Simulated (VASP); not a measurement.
OSZICAR of a VASP run on SrTiO$_{3}$ (cubic perovskite):

### OSZICAR
```
       N       E                     dE             d eps       ncg     rms          rms(c)
DAV:   1     0.445695221431E+03    0.44570E+03   -0.21832E+04   960   0.184E+03
DAV:   2    -0.618981710527E+01   -0.45189E+03   -0.44338E+03  1168   0.499E+02
DAV:   3    -0.497398752623E+02   -0.43550E+02   -0.42636E+02  1408   0.145E+02
DAV:   4    -0.515994736230E+02   -0.18596E+01   -0.18589E+01  1376   0.274E+01
DAV:   5    -0.516562593150E+02   -0.56786E-01   -0.56783E-01  1312   0.374E+00    0.275E+01
DAV:   6    -0.420963001734E+02    0.95600E+01   -0.61796E+01  1432   0.737E+01    0.168E+01
DAV:   7    -0.420961938474E+02    0.10633E-03   -0.82097E+00  1160   0.221E+01    0.110E+01
DAV:   8    -0.421532056658E+02   -0.57012E-01   -0.22555E+00  1232   0.163E+01    0.364E+00
DAV:   9    -0.420184331926E+02    0.13477E+00   -0.63573E-01  1160   0.820E+00    0.942E-01
DAV:  10    -0.420237962430E+02   -0.53631E-02   -0.13637E-01  1312   0.256E+00    0.831E-01
DAV:  11    -0.420146863713E+02    0.91099E-02   -0.67858E-02  1424   0.213E+00    0.156E-01
DAV:  12    -0.420145702504E+02    0.11612E-03   -0.26325E-03  1224   0.590E-01    0.559E-02
DAV:  13    -0.420146015351E+02   -0.31285E-04   -0.16977E-04  1472   0.111E-01    0.404E-02
DAV:  14    -0.420145991327E+02    0.24024E-05   -0.55472E-05  1304   0.575E-02    0.149E-02
DAV:  15    -0.420145965466E+02    0.25861E-05   -0.21004E-05  1280   0.459E-02    0.526E-03
DAV:  16    -0.420145970666E+02   -0.51996E-06   -0.22353E-06   832   0.162E-02
   1 F= -.42014597E+02 E0= -.42014597E+02  d E =-.420146E+02
       N       E                     dE             d eps       ncg     rms          rms(c)
DAV:   1    -0.420670181994E+02   -0.52422E-01   -0.15092E+00  1128   0.132E+01    0.212E+00
DAV:   2    -0.420208756930E+02    0.46143E-01   -0.16673E-01  1112   0.412E+00    0.751E-01
DAV:   3    -0.420133726104E+02    0.75031E-02   -0.46241E-02  1248   0.151E+00    0.269E-01
DAV:   4    -0.420138532744E+02   -0.48066E-03   -0.10009E-02  1328   0.556E-01    0.257E-01
DAV:   5    -0.420140001621E+02   -0.14689E-03   -0.89251E-04  1432   0.231E-01    0.204E-01
DAV:   6    -0.420143768789E+02   -0.37672E-03   -0.64558E-04  1248   0.151E-01    0.924E-02
DAV:   7    -0.420145270207E+02   -0.15014E-03   -0.36706E-04  1400   0.125E-01    0.147E-02
DAV:   8    -0.420145386005E+02   -0.11580E-04   -0.66863E-05  1520   0.431E-02    0.680E-03
DAV:   9    -0.420145397872E+02   -0.11866E-05   -0.44250E-06  1192   0.139E-02    0.249E-03
DAV:  10    -0.420145398047E+02   -0.17541E-07   -0.17777E-07   520   0.376E-03
   2 F= -.42014540E+02 E0= -.42014540E+02  d E =0.572619E-04
       N       E                     dE             d eps       ncg     rms          rms(c)
DAV:   1    -0.420295967310E+02   -0.15057E-01   -0.38465E-01  1128   0.671E+00    0.107E+00
DAV:   2    -0.420179039551E+02    0.11693E-01   -0.43028E-02  1112   0.214E+00    0.380E-01
DAV:   3    -0.420160157916E+02    0.18882E-02   -0.11885E-02  1160   0.726E-01    0.153E-01
DAV:   4    -0.420160896863E+02   -0.73895E-04   -0.25872E-03  1368   0.270E-01    0.145E-01
DAV:   5    -0.420161460203E+02   -0.56334E-04   -0.24181E-04  1632   0.148E-01    0.114E-01
DAV:   6    -0.420162240144E+02   -0.77994E-04   -0.13943E-04  1224   0.682E-02    0.513E-02
DAV:   7    -0.420162555971E+02   -0.31583E-04   -0.87142E-05  1656   0.510E-02    0.105E-02
DAV:   8    -0.420162567721E+02   -0.11749E-05   -0.33815E-06   992   0.138E-02    0.353E-03
DAV:   9    -0.420162565309E+02    0.24116E-06   -0.22384E-06  1064   0.106E-02
   3 F= -.42016257E+02 E0= -.42016257E+02  d E =-.165946E-02
```

Q: Which electronic solver shows in the log?

A: It is blocked Davidson (ALGO = Normal, or the opening steps of other solvers). The INCAR had ALGO = Normal.

Q: Can the final energy be trusted as converged?

A: Self-consistency was reached. It stopped with EDIFF = 1E-6, NELM = 100, NSW = 60 and EDIFFG = -0.01 after 3 ionic steps (PBEsol GGA, plane waves, VASP's PBE PAW potentials (set 64)).

The compound is SrTiO3 in the cubic perovskite structure, the ideal cubic form; the compound distorts at low or room temperature. This run relaxes it. Symmetry was kept, so distortions that lower it aren't found.
